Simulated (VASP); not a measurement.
All values below come from PBE GGA with D4 dispersion, VASP's PBE PAW potentials (set 64) (plane waves; VASP).

VASP input:

### INCAR
```
SYSTEM = NaI
PREC = Accurate
ENCUT = 520
EDIFF = 1E-6
NELM = 100
ALGO = Normal
LREAL = .FALSE.
LASPH = .TRUE.
ISMEAR = 0
SIGMA = 0.05
GGA = PE
IVDW = 13
LMAXMIX = 4
LWAVE = .FALSE.
LCHARG = .FALSE.
IBRION = 2
ISIF = 3
NSW = 60
EDIFFG = -0.01
```

**KPOINTS**
```
Automatic mesh
0
Gamma
7 7 7
0 0 0
```

**POSCAR**
```
NaI
1
    0.0000000000     3.2350000000     3.2350000000
    3.2350000000     0.0000000000     3.2350000000
    3.2350000000     3.2350000000     0.0000000000
Na I
1 1
Direct
  0.0000000000   0.0000000000   0.0000000000
  0.5000000000   0.5000000000   0.5000000000
```

POTCAR, in this order: Na_pv I (PBE.64 set). Program: vasp_std.

The resulting files:

File OSZICAR:
```
       N       E                     dE             d eps       ncg     rms          rms(c)
DAV:   1     0.805718802926E+02    0.80572E+02   -0.67172E+03   440   0.112E+03
DAV:   2     0.140679597670E+01   -0.79165E+02   -0.75702E+02   470   0.238E+02
DAV:   3    -0.525786479611E+01   -0.66647E+01   -0.66269E+01   539   0.710E+01
DAV:   4    -0.544787981257E+01   -0.19002E+00   -0.18992E+00   537   0.126E+01
DAV:   5    -0.545226236824E+01   -0.43826E-02   -0.43825E-02   541   0.186E+00    0.163E+00
DAV:   6    -0.539143977406E+01    0.60823E-01   -0.86356E-02   497   0.198E+00    0.112E+00
DAV:   7    -0.538274608707E+01    0.86937E-02   -0.72712E-02   503   0.167E+00    0.590E-01
DAV:   8    -0.538482377750E+01   -0.20777E-02   -0.51196E-03   461   0.700E-01    0.149E-01
DAV:   9    -0.538479216765E+01    0.31610E-04   -0.13661E-04   497   0.130E-01    0.410E-02
DAV:  10    -0.538480732148E+01   -0.15154E-04   -0.38967E-05   506   0.778E-02    0.623E-03
DAV:  11    -0.538480771693E+01   -0.39545E-06   -0.39980E-06   479   0.233E-02
   1 F= -.57031070E+01 E0= -.57031070E+01  d E =-.570311E+01
       N       E                     dE             d eps       ncg     rms          rms(c)
DAV:   1    -0.539563661975E+01   -0.10829E-01   -0.32445E-01   497   0.849E+00    0.723E-01
DAV:   2    -0.538469379663E+01    0.10943E-01   -0.14122E-02   494   0.149E+00    0.347E-01
DAV:   3    -0.538161078981E+01    0.30830E-02   -0.78565E-03   497   0.954E-01    0.157E-01
DAV:   4    -0.538158417072E+01    0.26619E-04   -0.10900E-04   487   0.110E-01    0.160E-01
DAV:   5    -0.538152013410E+01    0.64037E-04   -0.10907E-05   500   0.398E-02    0.444E-02
DAV:   6    -0.538146583667E+01    0.54297E-04   -0.75968E-05   494   0.121E-01    0.102E-01
DAV:   7    -0.538146531950E+01    0.51716E-06   -0.14943E-06   458   0.961E-03
   2 F= -.57051552E+01 E0= -.57051552E+01  d E =-.204817E-02
       N       E                     dE             d eps       ncg     rms          rms(c)
DAV:   1    -0.538231363165E+01   -0.84779E-03   -0.63222E-02   497   0.378E+00    0.351E-01
DAV:   2    -0.538018217154E+01    0.21315E-02   -0.27161E-03   491   0.655E-01    0.170E-01
DAV:   3    -0.537957581795E+01    0.60635E-03   -0.15452E-03   494   0.425E-01    0.597E-02
DAV:   4    -0.537956719007E+01    0.86279E-05   -0.23863E-05   482   0.558E-02    0.569E-02
DAV:   5    -0.537955017483E+01    0.17015E-04   -0.34583E-06   464   0.235E-02    0.700E-03
DAV:   6    -0.537954916368E+01    0.10112E-05   -0.26391E-06   282   0.219E-02    0.127E-02
DAV:   7    -0.537955014467E+01   -0.98099E-06   -0.19867E-07   226   0.520E-03
   3 F= -.57056356E+01 E0= -.57056356E+01  d E =-.252862E-02
       N       E                     dE             d eps       ncg     rms          rms(c)
DAV:   1    -0.538586899813E+01   -0.63198E-02   -0.25328E-01   497   0.755E+00    0.634E-01
DAV:   2    -0.537737185983E+01    0.84971E-02   -0.10903E-02   494   0.132E+00    0.304E-01
DAV:   3    -0.537496227193E+01    0.24096E-02   -0.61136E-03   494   0.848E-01    0.140E-01
DAV:   4    -0.537494494374E+01    0.17328E-04   -0.84289E-05   484   0.964E-02    0.145E-01
DAV:   5    -0.537491698203E+01    0.27962E-04   -0.13296E-05   518   0.483E-02    0.421E-02
DAV:   6    -0.537485053929E+01    0.66443E-04   -0.86522E-05   494   0.132E-01    0.123E-01
DAV:   7    -0.537485038530E+01    0.15398E-06   -0.13738E-06   449   0.966E-03
   4 F= -.57057893E+01 E0= -.57057893E+01  d E =-.268225E-02
       N       E                     dE             d eps       ncg     rms          rms(c)
DAV:   1    -0.537916899894E+01   -0.43185E-02   -0.49521E-02   497   0.339E+00    0.262E-01
DAV:   2    -0.537754624487E+01    0.16228E-02   -0.21232E-03   491   0.582E-01    0.132E-01
DAV:   3    -0.537708710574E+01    0.45914E-03   -0.11846E-03   494   0.374E-01    0.743E-02
DAV:   4    -0.537708955586E+01   -0.24501E-05   -0.14733E-05   452   0.355E-02    0.861E-02
DAV:   5    -0.537706265600E+01    0.26900E-04   -0.34218E-05   494   0.833E-02    0.423E-02
DAV:   6    -0.537706233185E+01    0.32416E-06   -0.47478E-06   422   0.329E-02
   5 F= -.57058633E+01 E0= -.57058633E+01  d E =-.275624E-02
```

File OUTCAR:
```
------------------------ aborting loop because EDIFF is reached ----------------------------------------
  Edisp (eV):   -0.32880
  FORCE on cell =-STRESS in cart. coord.  units (eV):
  Direction    XX          YY          ZZ          XY          YZ          ZX
  --------------------------------------------------------------------------------------
  Total      -0.01331    -0.01331    -0.01331     0.00000     0.00000    -0.00000
  in kB      -0.32358    -0.32358    -0.32358     0.00000     0.00000    -0.00000
  external pressure =       -0.32 kB  Pullay stress =        0.00 kB
  volume of cell :       65.92
      direct lattice vectors                 reciprocal lattice vectors
     0.000000000  3.206266260  3.206266260    -0.155944628  0.155944628  0.155944628
     3.206266260  0.000000000  3.206266260     0.155944628 -0.155944628  0.155944628
     3.206266260  3.206266260  0.000000000     0.155944628  0.155944628 -0.155944628
  FREE ENERGIE OF THE ION-ELECTRON SYSTEM (eV)
  ---------------------------------------------------
  free  energy   TOTEN  =        -5.7058632502 eV

  energy  without entropy=       -5.7058632502  energy(sigma->0) =       -5.70586325

 reached required accuracy - stopping structural energy minimisation
```
(Selected blocks of OUTCAR.)

**CONTCAR**
```
NaI
   1.00000000000000
     0.0000000000000000    3.2062662597978218    3.2062662597978218
     3.2062662597978218    0.0000000000000000    3.2062662597978218
     3.2062662597978218    3.2062662597978218    0.0000000000000000
  Na              I
     1     1
Direct
     0.0000000000000000    0.0000000000000000    0.0000000000000000
     0.5000000000000000    0.5000000000000000    0.5000000000000000
```

Energy and stress use the plane-wave basis of the starting cell.

The compound is NaI in the rock salt structure. This run relaxes it. Symmetry was kept, so distortions that lower it aren't found.
